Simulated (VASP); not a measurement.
# PdIn: energy against volume

PdIn (CsCl type, Pm-3m, 18.073 Å³/atom and stress up to 0.07 GPa in the relaxed cell, cube axes along x, y and z) under an equal strain ε along all three axes. PBE in VASP (plane waves, PAW), 480 eV, 14×14×14 Γ-centred mesh, Methfessel-Paxton smearing 0.10 eV; ions are relaxed, or left where forces stay under 0.02 eV/Å, within the symmetry of each cell. Against the start cell, which lies near the measured one, the relaxed cell differs by 5.3 % in volume; the values below rest on it.

Here V stands for volume and E for E less E0.

| volume (Å³/atom) | E less E0 (meV/atom) | pressure (GPa) |
|---|---|---|
| 16.4944 | ? | ? |
| 17.0098 | 24.34 | 7.95 |
| 17.2715 | 13.22 | 5.65 |
| 17.5359 | 5.63 | 3.56 |
| 17.8029 | 1.31 | 1.66 |
| 18.0726 | 0.00 | -0.07 |
| 18.3451 | 1.44 | -1.63 |
| 18.6202 | 5.43 | -3.06 |
| 18.8982 | 11.86 | -4.37 |
| 19.1788 | 20.55 | -5.54 |

Fit E of the 9 rows that show it with the third-order Birch-Murnaghan form, a cubic in V^(-2/3). With u = V^(-2/3) - 0.145, the rows have u = 0.006194, 0.004663, 0.003154, 0.001669, 0.000207, -0.001235, -0.002654, -0.004054, -0.005432. Least squares gives E = 0.008 - 336.8·u + 658969·u² + 4708842·u³. Residuals (row less fit): 0.017, -0.023, -0.019, 0.007, 0.033, 0.020, -0.025, -0.030, 0.023; standard error 0.031 (degrees of freedom: 5). Its minimum lies at u = 0.000255, so V0 = (0.145255)^(-3/2) = 18.06. There d²E/du² = 1325000 and d³E/du³ = 2.825e7, so B0 = (4/9) × 18.06^(-7/3) × 1325000 × 0.160218 = 110 GPa (the last factor turns the table's units into GPa), and B0' = 4 + (2/3) × 0.145255 × (2.825e7)/1325000 = 6.1. B0' rests on the cubic coefficient alone and has a standard error of 0.1 from these residuals.

Task: What does the fit predict for E at V = 16.4944, and how far is the calculated value from it?

Result: u = 0.009327, so E = 0.008 - 336.8 × 0.009327 + 658969 × 0.009327² + 4708842 × 0.009327³ = 58.013 meV/atom. The calculation gives 58.18 meV/atom, 0.167 meV/atom above the prediction (0.3 % of the range of E in the table). The row lies outside the fitted rows, so this is an extrapolation. From the scatter of the fitted rows alone, a prediction at this place has a standard error of 0.149 meV/atom, so the miss is 1.1 times that.

In a metal these values are sensitive to mesh and smearing; energies are taken to zero smearing, stresses follow the free energy. The runs aren't spin-polarised. Other structures, which can take over under pressure, weren't tried. The same form fitted to the pressure column gives B0' = 6.0; series where the two differ by over 0.4 aren't shown. For PdIn: the electron count is odd and the run is not spin-polarised, which forces a metal. Rows are the converged runs of the series near zero and its far end, less any whose ions stayed unrelaxed beside relaxed ones; series whose fitted rows scatter by over a few per cent of the range, as at a crossing or softening among them, aren't shown in this form.
